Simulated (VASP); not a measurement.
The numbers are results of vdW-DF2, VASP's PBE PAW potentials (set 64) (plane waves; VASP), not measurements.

Input for VASP

**INCAR**
```
! general
SYSTEM  =SrCl2
PREC    =Accurate
ENCUT   =520
LREAL   =.FALSE.
LASPH   =.TRUE.

! electronic loop
EDIFF   =1E-6
NELM    =100
ALGO    =Normal
LMAXMIX =4

! smearing
ISMEAR  =0
SIGMA   =0.05

! functional
GGA     =ML
LUSE_VDW=.TRUE.
AGGAC   =0.0
ZAB_VDW =-1.8867

! ions
IBRION  =2
NSW     =60
ISIF    =3
EDIFFG  =-0.02

! output
LWAVE   =.FALSE.
LCHARG  =.FALSE.
```

File POSCAR:
```
SrCl2
1
    0.0000000000     3.5516096489     3.5516096489
    3.5516096489     0.0000000000     3.5516096489
    3.5516096489     3.5516096489     0.0000000000
Sr Cl
1 2
Direct
  0.0000000000   0.0000000000   0.0000000000
  0.2500000000   0.2500000000   0.2500000000
  0.7500000000   0.7500000000   0.7500000000
```

File KPOINTS:
```
Regular mesh
0
Gamma
 5 5 5
0 0 0
```

POTCAR, in this order: Sr_sv Cl (PBE.64 set). Program: vasp_std.

Output

**OSZICAR**
```
       N       E                     dE             d eps       ncg     rms          rms(c)
DAV:   1     0.158556325032E+03    0.15856E+03   -0.11432E+04   320   0.133E+03
DAV:   2     0.160898891966E+01   -0.15695E+03   -0.15468E+03   432   0.251E+02
DAV:   3    -0.804269771246E+01   -0.96517E+01   -0.96422E+01   440   0.667E+01
DAV:   4    -0.828813534955E+01   -0.24544E+00   -0.24540E+00   568   0.893E+00
DAV:   5    -0.829084735371E+01   -0.27120E-02   -0.27119E-02   472   0.775E-01    0.105E+01
DAV:   6    -0.773208210623E+01    0.55877E+00   -0.15364E+00   392   0.682E+00    0.762E+00
DAV:   7    -0.766930094377E+01    0.62781E-01   -0.56694E-01   464   0.420E+00    0.347E+00
DAV:   8    -0.765530573631E+01    0.13995E-01   -0.76091E-02   424   0.181E+00    0.393E-01
DAV:   9    -0.765440353922E+01    0.90220E-03   -0.60284E-03   464   0.435E-01    0.192E-01
DAV:  10    -0.765398996909E+01    0.41357E-03   -0.80751E-04   432   0.219E-01    0.672E-02
DAV:  11    -0.765395417346E+01    0.35796E-04   -0.15578E-04   416   0.932E-02    0.190E-02
DAV:  12    -0.765395501499E+01   -0.84153E-06   -0.30587E-06   448   0.132E-02
   1 F= -.76539550E+01 E0= -.76539550E+01  d E =-.765396E+01
```

OUTCAR:
```
------------------------ aborting loop because EDIFF is reached ----------------------------------------
  FORCE on cell =-STRESS in cart. coord.  units (eV):
  Direction    XX          YY          ZZ          XY          YZ          ZX
  --------------------------------------------------------------------------------------
  Total        0.0306502      0.0306502      0.0306502     -0.0000000      0.0000000      0.0000000
  in kB        0.5480731      0.5480731      0.5480731     -0.0000000      0.0000000      0.0000000
  external PRESSURE =       0.5480731 kB  Pullay stress =       0.0000000 kB
  volume of cell :       89.60
      direct lattice vectors                 reciprocal lattice vectors
     0.000000000  3.551609649  3.551609649    -0.140781237  0.140781237  0.140781237
     3.551609649  0.000000000  3.551609649     0.140781237 -0.140781237  0.140781237
     3.551609649  3.551609649  0.000000000     0.140781237  0.140781237 -0.140781237
 POSITION                                       TOTAL-FORCE (eV/Angst)
 -----------------------------------------------------------------------------------
      0.00000      0.00000      0.00000        -0.000000     -0.000000      0.000000
      1.77580      1.77580      1.77580        -0.000000     -0.000000      0.000000
      5.32741      5.32741      5.32741         0.000000      0.000000     -0.000000
 -----------------------------------------------------------------------------------
    total drift:                               -0.000000     -0.000000      0.000000
  FREE ENERGIE OF THE ION-ELECTRON SYSTEM (eV)
  ---------------------------------------------------
  free  energy   TOTEN  =        -7.6539550150 eV

  energy  without entropy=       -7.6539550150  energy(sigma->0) =       -7.65395501

 reached required accuracy - stopping structural energy minimisation
```
(Selected blocks of OUTCAR.)

The compound is SrCl2 in the fluorite structure. It was relaxed first, which changed the volume by +5 %. The start is the result of an earlier pass.
